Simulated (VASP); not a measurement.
Here is the system:

```
CELL_PARAMETERS angstrom
      1.66115     0.95907     6.21284
     -1.66115     0.95907     6.21284
      0.00000    -1.91813     6.21284
ATOMIC_POSITIONS crystal
  Ta 0.00000 0.00000 0.00000
  S  0.25083 0.25083 0.25083
  S  0.74917 0.74917 0.74917
```

Computed with PBEsol GGA, VASP's PBE PAW potentials (set 64) (plane waves; VASP). Numerical set-up: 400 eV cut-off, Gaussian smearing of 0.050 eV, potentials Ta_pv S.

Problem. Give the energies of bands 6 to 14 at the high-symmetry points, in eV from the Fermi level.

Solution. 
| band | Γ | T | H2 | L | S0 | F |
|---|---|---|---|---|---|---|
| 6 | -6.83 | -5.88 | -5.72 | -6.78 | -5.67 | -6.97 |
| 7 | -3.77 | -3.75 | -5.42 | -4.87 | -5.27 | -5.01 |
| 8 | -3.77 | -3.75 | -4.99 | -4.74 | -5.23 | -4.08 |
| 9 | -1.63 | -3.51 | -4.11 | -3.88 | -3.98 | -3.79 |
| 10 | -0.54 | -0.63 | -3.49 | -2.83 | -3.61 | -2.74 |
| 11 | -0.54 | -0.63 | -3.04 | -1.75 | -3.10 | -1.94 |
| 12 | 0.00 | 0.19 | 1.26 | -1.01 | 1.21 | -1.36 |
| 13 | 0.17 | 0.19 | 1.29 | 2.68 | 1.73 | 2.69 |
| 14 | 0.17 | 0.87 | 2.23 | 3.30 | 1.87 | 3.21 |

It has no gap at this level: it comes out as a metal or semimetal.

The structure was generated: TaS2 was put into the CdCl2 type (R-3m), which need not be its known phase. It was relaxed first, which changed the volume by -11 %. The electron count is odd and the run is not spin-polarised, which forces a metal.
